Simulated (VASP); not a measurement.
Energy against volume of CsSnI3 (cubic perovskite). These are TPSS meta-GGA, VASP's PBE PAW potentials (set 64) (plane waves; VASP) values and carry that method's errors. Run with 520 eV cut-off, 4×4×4 Γ-centred mesh, Gaussian smearing of 0.050 eV, potentials Cs_sv Sn_d I.

| V (Å³/atom) | E (eV/atom) |
|---|---|
| 47.107 | -10.77187 |
| 48.564 | -10.77932 |
| 50.021 | -10.78202 |
| 51.478 | -10.78069 |

**Question.** Fit these four points and predict the energy of the run at 45.650 Å³/atom.

**Answer.** A cubic in V^(−2/3), the third-order Birch-Murnaghan form, passes through the four points with V0 = 50.23 Å³/atom and B0 = 15 GPa, and gives -10.7588 eV/atom there. The run gave -10.7588 eV/atom, +0.0 meV/atom from the fit; all five points give B0 = 15 GPa.

The compound is CsSnI3 in the cubic perovskite structure, the ideal cubic form; the compound distorts at low or room temperature. It was relaxed first.
